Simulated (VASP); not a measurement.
Data:

```
CdS
1.0
    2.07000    -3.58534     0.00000
    2.07000     3.58534     0.00000
    0.00000     0.00000     6.72000
Cd S
2 2
Direct
  0.66667   0.33333   0.50000
  0.33333   0.66667   0.00000
  0.66667   0.33333   0.87700
  0.33333   0.66667   0.37700
```

The numbers are results of PBE GGA, VASP's PBE PAW potentials (set 64) (plane waves; VASP 6.6.1), not measurements. Numerical set-up: 400 eV cut-off, 7×7×4 Γ-centred mesh, first-order Methfessel-Paxton smearing of 0.30 eV, potentials Cd S.

Problem. Estimate the energy per atom (σ→0), pressure.

Solution. 
| Item | Value |
|---|---|
| energy per atom (σ→0) | -3.063 eV/atom |
| pressure | 2.46 GPa |

Only differences to runs with the same potentials and settings are physical.

The compound is CdS in the wurtzite structure. The cell was not relaxed at this level. The run is one of a series of settings (ISMEAR = 1, SIGMA = 0.3 against the base run), some of them coarse on purpose.
